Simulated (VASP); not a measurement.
Output of a VASP run:

**OSZICAR**
```
...
DAV:  15    -0.814395442826E+02    0.61891E-05   -0.38685E-06   502   0.253E-02
   6 F= -.81439544E+02 E0= -.81439544E+02  d E =-.258213E-01
       N       E                     dE             d eps       ncg     rms          rms(c)
DAV:   1    -0.814397446479E+02   -0.19418E-03   -0.16730E-02   570   0.883E-01    0.874E-02
DAV:   2    -0.814393611758E+02    0.38347E-03   -0.94421E-04   605   0.277E-01    0.373E-02
DAV:   3    -0.814395405411E+02   -0.17937E-03   -0.54794E-04   570   0.198E-01    0.210E-02
DAV:   4    -0.814395325503E+02    0.79908E-05   -0.99355E-05   570   0.841E-02
   7 F= -.81439533E+02 E0= -.81439533E+02  d E =-.258096E-01
       N       E                     dE             d eps       ncg     rms          rms(c)
DAV:   1    -0.814400883063E+02   -0.54777E-03   -0.69961E-02   570   0.180E+00    0.178E-01
DAV:   2    -0.814394940332E+02    0.59427E-03   -0.30496E-03   633   0.498E-01    0.765E-02
DAV:   3    -0.814391567962E+02    0.33724E-03   -0.14170E-03   570   0.314E-01    0.436E-02
DAV:   4    -0.814392191143E+02   -0.62318E-04   -0.38712E-04   570   0.154E-01    0.175E-02
DAV:   5    -0.814391970526E+02    0.22062E-04   -0.14971E-04   598   0.117E-01    0.942E-03
DAV:   6    -0.814392886976E+02   -0.91645E-04   -0.13557E-04   570   0.113E-01    0.653E-03
DAV:   7    -0.814393609934E+02   -0.72296E-04   -0.39931E-05   616   0.673E-02    0.295E-03
DAV:   8    -0.814393886377E+02   -0.27644E-04   -0.25883E-05   490   0.554E-02    0.228E-03
DAV:   9    -0.814394263571E+02   -0.37719E-04   -0.32475E-05   492   0.548E-02    0.144E-03
DAV:  10    -0.814394084088E+02    0.17948E-04   -0.24945E-05   545   0.452E-02    0.956E-04
DAV:  11    -0.814394367940E+02   -0.28385E-04   -0.90006E-06   432   0.296E-02    0.486E-04
DAV:  12    -0.814394500604E+02   -0.13266E-04   -0.52615E-06   593   0.266E-02    0.457E-04
DAV:  13    -0.814394403967E+02    0.96637E-05   -0.22625E-06   418   0.189E-02
   8 F= -.81439440E+02 E0= -.81439440E+02  d E =-.257174E-01
       N       E                     dE             d eps       ncg     rms          rms(c)
DAV:   1    -0.814398908768E+02   -0.44082E-03   -0.37882E-02   675   0.133E+00    0.132E-01
DAV:   2    -0.814393919350E+02    0.49894E-03   -0.14439E-03   724   0.320E-01    0.562E-02
DAV:   3    -0.814394264375E+02   -0.34502E-04   -0.62927E-04   570   0.203E-01    0.313E-02
DAV:   4    -0.814394246697E+02    0.17677E-05   -0.27527E-04   570   0.137E-01    0.131E-02
DAV:   5    -0.814394785912E+02   -0.53921E-04   -0.92823E-05   570   0.999E-02    0.609E-03
DAV:   6    -0.814394871595E+02   -0.85683E-05   -0.42952E-05   570   0.647E-02
   9 F= -.81439487E+02 E0= -.81439487E+02  d E =-.257642E-01
       N       E                     dE             d eps       ncg     rms          rms(c)
DAV:   1    -0.814422296024E+02   -0.27510E-02   -0.14555E-01   633   0.271E+00    0.203E-01
DAV:   2    -0.814400970642E+02    0.21325E-02   -0.84890E-03   570   0.735E-01    0.132E-01
DAV:   3    -0.814402672330E+02   -0.17017E-03   -0.12722E-03   626   0.353E-01    0.703E-02
DAV:   4    -0.814404991108E+02   -0.23188E-03   -0.15048E-03   591   0.323E-01    0.311E-02
DAV:   5    -0.814403145460E+02    0.18456E-03   -0.19415E-04   766   0.124E-01    0.154E-02
DAV:   6    -0.814404743219E+02   -0.15978E-03   -0.71701E-05   584   0.101E-01    0.695E-03
DAV:   7    -0.814404755547E+02   -0.12328E-05   -0.52234E-05   570   0.890E-02
  10 F= -.81440476E+02 E0= -.81440476E+02  d E =-.988395E-03
```

**OUTCAR**
```
------------------------ aborting loop because EDIFF is reached ----------------------------------------
  FORCE on cell =-STRESS in cart. coord.  units (eV):
  Direction    XX          YY          ZZ          XY          YZ          ZX
  --------------------------------------------------------------------------------------
  Total       -0.0730212     -0.0730212     -0.0180458     -0.0000000      0.0000000     -0.0000000
  in kB       -0.4635982     -0.4635982     -0.1145697     -0.0000000      0.0000000     -0.0000000
  external PRESSURE =      -0.3472554 kB  Pullay stress =       0.0000000 kB
  volume of cell :      252.36
      direct lattice vectors                 reciprocal lattice vectors
     3.705796808  0.000000000  0.000000000     0.269847499  0.155796518  0.000000000
    -1.852898404  3.209314342  0.000000000    -0.000000000  0.311593036  0.000000000
     0.000000000 -0.000000000 21.218949667    -0.000000000 -0.000000000  0.047127686
 POSITION                                       TOTAL-FORCE (eV/Angst)
 -----------------------------------------------------------------------------------
      1.85290      1.06977      9.29206         0.000000     -0.000000      0.002587
     -0.00000      2.13954     11.92689         0.000000      0.000000     -0.002587
      3.70580     -0.00000     10.60947        -0.000000      0.000000      0.000000
 -----------------------------------------------------------------------------------
    total drift:                                0.000000     -0.000000      0.000000
  FREE ENERGIE OF THE ION-ELECTRON SYSTEM (eV)
  ---------------------------------------------------
  free  energy   TOTEN  =       -81.4404755547 eV

  energy  without entropy=      -81.4404755547  energy(sigma->0) =      -81.44047555

 reached required accuracy - stopping structural energy minimisation
```
(Selected blocks of OUTCAR.)

**POSCAR**
```
PtSe2 monolayer
1
    3.7209307508     0.0000000000     0.0000000000
   -1.8604653754     3.2224207968     0.0000000000
    0.0000000000     0.0000000000    21.0466947921
Se Pt
2 1
Direct
  0.6666670000   0.3333330000   0.4303200000
  0.3333330000   0.6666670000   0.5696800000
  0.0000000000   0.0000000000   0.5000000000
```

### Question
Reconstruct the remaining input files.

### Answer
Several could match; the one computed here: the input of the run itself, r2SCAN meta-GGA, plane waves, VASP's PBE PAW potentials (set 64).

### INCAR
```
! general
SYSTEM   =  PtSe2 monolayer
PREC     =  Normal
ENCUT    =  400
LREAL    =  .FALSE.
LASPH    =  .TRUE.

! electronic loop
EDIFF    =  1E-5
NELM     =  100
NELMIN   =  4
ALGO     =  Normal
LMAXMIX  =  6
LMIXTAU  =  .TRUE.

! smearing
ISMEAR   =  0
SIGMA    =  0.05

! functional
METAGGA  =  R2SCAN

! ions
IBRION   =  2
NSW      =  50
ISIF     =  4
EDIFFG   =  -0.03

! output
LWAVE    =  .TRUE.
LCHARG   =  .FALSE.
```

### KPOINTS
```
Automatic mesh
0
Gamma
12 12 1
0 0 0
```

POTCAR, in this order: Se Pt (PBE.64 set). Program: vasp_std.

The cell is a sheet with vacuum, built from PtSe2 (1T layered).
